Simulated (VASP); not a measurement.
Method: r2SCAN+rVV10, VASP's PBE PAW potentials (set 64) (plane waves; VASP 6.6.1).

Input for VASP

**POSCAR**
```
BeCo
1
    2.5675575982    -0.0000000000     0.0000000000
   -0.0000000000     2.5675575982    -0.0000000000
   -0.0000000000    -0.0000000000     2.5675575982
Be Co
1 1
Direct
  0.0000000000   0.0000000000   0.0000000000
  0.5000000000   0.5000000000   0.5000000000
```

### INCAR
```
SYSTEM = BeCo
PREC = Accurate
ENCUT = 400
EDIFF = 1E-6
NELM = 100
ALGO = Normal
LREAL = .FALSE.
LASPH = .TRUE.
ISMEAR = 1
SIGMA = 0.1
METAGGA = R2SCAN
LUSE_VDW = .TRUE.
BPARAM = 11.95
CPARAM = 0.0093
LMIXTAU = .TRUE.
LMAXMIX = 4
ISPIN = 2
MAGMOM = -0.0 0.5
LORBIT = 10
LWAVE = .FALSE.
LCHARG = .FALSE.
IBRION = 2
ISIF = 3
NSW = 60
EDIFFG = -0.01
```

File KPOINTS:
```
Automatic mesh
0
Gamma
13 13 13
0 0 0
```

POTCAR, in this order: Be Co (PBE.64 set). Program: vasp_std.

The resulting files:

OUTCAR:
```
 ion  position               nearest neighbor table
   1  0.000  0.000  0.000-   2 2.22   2 2.22   2 2.22   2 2.22   2 2.22   2 2.22   2 2.22   2 2.22
  LATTYP: Found a simple cubic cell.
 ALAT       =     2.5675575982
 Subroutine PRICEL returns:
 Original cell was already a primitive cell.
 Subroutine GETGRP returns: Found 48 space group operations
The static configuration has the point symmetry O_h .
The dynamic configuration has the point symmetry O_h .
The overall configuration has the point symmetry O_h .
 Subroutine INISYM returns: Found 48 space group operations
 Subroutine IBZKPT returns following result:
 Found     84 irreducible k-points:

 Following reciprocal coordinates:
            Coordinates               Weight
  0.000000  0.000000  0.000000      1.000000
  0.076923  0.000000  0.000000      6.000000
  0.153846  0.000000  0.000000      6.000000
  0.230769  0.000000  0.000000      6.000000
  0.307692  0.000000  0.000000      6.000000
  0.384615  0.000000  0.000000      6.000000
  0.461538  0.000000  0.000000      6.000000
  0.076923  0.076923  0.000000     12.000000
  0.153846  0.076923  0.000000     24.000000
  0.230769  0.076923  0.000000     24.000000
  0.307692  0.076923  0.000000     24.000000
  0.384615  0.076923  0.000000     24.000000
  0.461538  0.076923  0.000000     24.000000
  0.153846  0.153846  0.000000     12.000000
  0.230769  0.153846  0.000000     24.000000
  0.307692  0.153846  0.000000     24.000000
  0.384615  0.153846  0.000000     24.000000
  0.461538  0.153846  0.000000     24.000000
  0.230769  0.230769  0.000000     12.000000
  0.307692  0.230769  0.000000     24.000000
  0.384615  0.230769  0.000000     24.000000
  0.461538  0.230769  0.000000     24.000000
  0.307692  0.307692  0.000000     12.000000
  0.384615  0.307692  0.000000     24.000000
  0.461538  0.307692  0.000000     24.000000
  0.384615  0.384615  0.000000     12.000000
  0.461538  0.384615  0.000000     24.000000
  0.461538  0.461538  0.000000     12.000000
  0.076923  0.076923  0.076923      8.000000
  0.153846  0.076923  0.076923     24.000000
  0.230769  0.076923  0.076923     24.000000
  0.307692  0.076923  0.076923     24.000000
  0.384615  0.076923  0.076923     24.000000
  0.461538  0.076923  0.076923     24.000000
  0.153846  0.153846  0.076923     24.000000
  0.230769  0.153846  0.076923     48.000000
  0.307692  0.153846  0.076923     48.000000
  0.384615  0.153846  0.076923     48.000000
  0.461538  0.153846  0.076923     48.000000
  0.230769  0.230769  0.076923     24.000000
   k-points           NKPTS =     84   k-points in BZ     NKDIM =     84   number of bands    NBANDS=      9
   number of dos      NEDOS =    301   number of ions     NIONS =      2
   total plane-waves  NPLWV =   5832
   dimension x,y,z NGX =    18 NGY =   18 NGZ =   18
   dimension x,y,z NGXF=    36 NGYF=   36 NGZF=   36
   ions per type =               1   1
   PREC   = accura    normal or accurate (medium, high low for compatibility)
   ISTART =      0    job   : 0-new  1-cont  2-samecut
   ICHARG =      2    charge: 1-file 2-atom 10-const
   ISPIN  =      2    spin polarized calculation?
   LNONCOLLINEAR =      F non collinear calculations
   LSORBIT =      F    spin-orbit coupling
   INIWAV =      1    electr: 0-lowe 1-rand  2-diag
   ENCUT  =  400.0 eV  29.40 Ry    5.42 a.u.   4.19  4.19  4.19*2*pi/ulx,y,z
   NELM   =    100;   NELMIN=  2; NELMDL= -5     # of ELM steps
   EDIFF  = 0.1E-05   stopping-criterion for ELM
   LREAL  =      F    real-space projection
   NLSPLINE    = F    spline interpolate recip. space projectors
   LMAXMIX     =    4 max onsite mixed and CHGCAR
...
```

File OSZICAR:
```
       N       E                     dE             d eps       ncg     rms          rms(c)
DAV:   1     0.176831105512E+02    0.17683E+02   -0.49447E+03  3032   0.122E+03
DAV:   2    -0.213312321630E+02   -0.39014E+02   -0.37595E+02  3054   0.186E+02
DAV:   3    -0.221733480665E+02   -0.84212E+00   -0.83508E+00  3433   0.369E+01
DAV:   4    -0.221858232938E+02   -0.12475E-01   -0.12466E-01  3770   0.397E+00
DAV:   5    -0.221861936730E+02   -0.37038E-03   -0.37036E-03  3726   0.549E-01    0.162E+01
DAV:   6    -0.223093984919E+02   -0.12320E+00   -0.10271E+02  3191   0.171E+02    0.191E+01
DAV:   7    -0.177516667667E+02    0.45577E+01   -0.43784E+01  3218   0.887E+01    0.231E+00
DAV:   8    -0.177747203660E+02   -0.23054E-01   -0.20837E-01  3142   0.527E+00    0.184E+00
DAV:   9    -0.177456451162E+02    0.29075E-01   -0.22366E-01  3426   0.729E+00    0.825E-01
DAV:  10    -0.177441967283E+02    0.14484E-02   -0.92520E-03  3936   0.110E+00    0.393E-01
DAV:  11    -0.177442082210E+02   -0.11493E-04   -0.45439E-03  3338   0.113E+00    0.182E-01
DAV:  12    -0.177443348711E+02   -0.12665E-03   -0.76766E-04  3318   0.497E-01    0.153E-01
DAV:  13    -0.177442860690E+02    0.48802E-04   -0.15189E-03  3411   0.652E-01    0.128E-02
DAV:  14    -0.177442956240E+02   -0.95550E-05   -0.26656E-05  3141   0.867E-02    0.151E-02
DAV:  15    -0.177442954874E+02    0.13660E-06   -0.19091E-05  2765   0.604E-02    0.976E-03
DAV:  16    -0.177443006800E+02   -0.51926E-05   -0.36771E-05  3272   0.726E-02    0.651E-03
DAV:  17    -0.177443009407E+02   -0.26073E-06   -0.18683E-06  1583   0.225E-02
   1 F= -.17744301E+02 E0= -.17744442E+02  d E =-.177443E+02  mag=     0.4371
       N       E                     dE             d eps       ncg     rms          rms(c)
DAV:   1    -0.177449919005E+02   -0.69122E-03   -0.11577E-02  3103   0.201E+00    0.228E-01
DAV:   2    -0.177451047993E+02   -0.11290E-03   -0.20930E-02  3195   0.233E+00    0.213E-01
DAV:   3    -0.177442796784E+02    0.82512E-03   -0.65866E-03  3187   0.132E+00    0.332E-02
DAV:   4    -0.177442674054E+02    0.12273E-04   -0.24824E-05  3111   0.600E-02    0.187E-02
DAV:   5    -0.177442652525E+02    0.21529E-05   -0.73480E-06  2408   0.294E-02    0.407E-03
DAV:   6    -0.177442652076E+02    0.44838E-07   -0.98711E-07  1583   0.117E-02
   2 F= -.17744265E+02 E0= -.17744392E+02  d E =0.357331E-04  mag=     0.4338
       N       E                     dE             d eps       ncg     rms          rms(c)
DAV:   1    -0.177446967636E+02   -0.43151E-03   -0.63889E-03  3101   0.149E+00    0.169E-01
DAV:   2    -0.177447657002E+02   -0.68937E-04   -0.11541E-02  3197   0.172E+00    0.158E-01
DAV:   3    -0.177443082641E+02    0.45744E-03   -0.36112E-03  3190   0.980E-01    0.245E-02
DAV:   4    -0.177443006103E+02    0.76538E-05   -0.13069E-05  3094   0.439E-02    0.141E-02
DAV:   5    -0.177442994548E+02    0.11554E-05   -0.37148E-06  1704   0.204E-02    0.275E-03
DAV:   6    -0.177442998041E+02   -0.34928E-06   -0.61430E-07  1548   0.854E-03
   3 F= -.17744300E+02 E0= -.17744429E+02  d E =0.113665E-05  mag=     0.4356
```

**OUTCAR**
```
------------------------ aborting loop because EDIFF is reached ----------------------------------------
  FORCE on cell =-STRESS in cart. coord.  units (eV):
  Direction    XX          YY          ZZ          XY          YZ          ZX
  --------------------------------------------------------------------------------------
  Total        0.0009765      0.0009765      0.0009765     -0.0000000     -0.0000000      0.0000000
  in kB        0.0924822      0.0924822      0.0924822     -0.0000000     -0.0000000      0.0000000
  external PRESSURE =       0.0924822 kB  Pullay stress =       0.0000000 kB
  volume of cell :       16.92
      direct lattice vectors                 reciprocal lattice vectors
     2.567102604  0.000000000  0.000000000     0.389544227  0.000000000  0.000000000
    -0.000000000  2.567102604  0.000000000    -0.000000000  0.389544227  0.000000000
    -0.000000000 -0.000000000  2.567102604    -0.000000000 -0.000000000  0.389544227
 POSITION                                       TOTAL-FORCE (eV/Angst)
 -----------------------------------------------------------------------------------
      0.00000      0.00000      0.00000        -0.000000      0.000000      0.000000
      1.28355      1.28355      1.28355         0.000000     -0.000000      0.000000
 -----------------------------------------------------------------------------------
    total drift:                                0.000000     -0.000000      0.000000
  FREE ENERGIE OF THE ION-ELECTRON SYSTEM (eV)
  ---------------------------------------------------
  free  energy   TOTEN  =       -17.7442998041 eV

  energy  without entropy=      -17.7446873225  energy(sigma->0) =      -17.74442898

 total charge

# of ion       s       p       d       tot
------------------------------------------
    1        0.469   0.749   0.000   1.219
    2        0.516   0.635   7.431   8.582
--------------------------------------------------
tot          0.986   1.384   7.431   9.800

 magnetization (x)

# of ion       s       p       d       tot
------------------------------------------
    1       -0.009  -0.033   0.000  -0.042
    2        0.001  -0.002   0.496   0.496
--------------------------------------------------
tot         -0.008  -0.035   0.496   0.454

 reached required accuracy - stopping structural energy minimisation
```
(Selected blocks of OUTCAR.)

### CONTCAR
```
BeCo
   1.00000000000000
     2.5671026041858771    0.0000000000000000    0.0000000000000000
    -0.0000000000000000    2.5671026041858771    0.0000000000000000
    -0.0000000000000000   -0.0000000000000000    2.5671026041858771
  Be              Co
     1     1
Direct
     0.0000000000000000    0.0000000000000000    0.0000000000000000
     0.5000000000000000    0.5000000000000000    0.5000000000000000
```

The structure comes from a measured BeCo entry (Pm-3m) of the Crystallography Open Database, whose conditions weren't checked. This run relaxes it. Symmetry was kept, so distortions that lower it aren't found. The start is the result of an earlier pass.
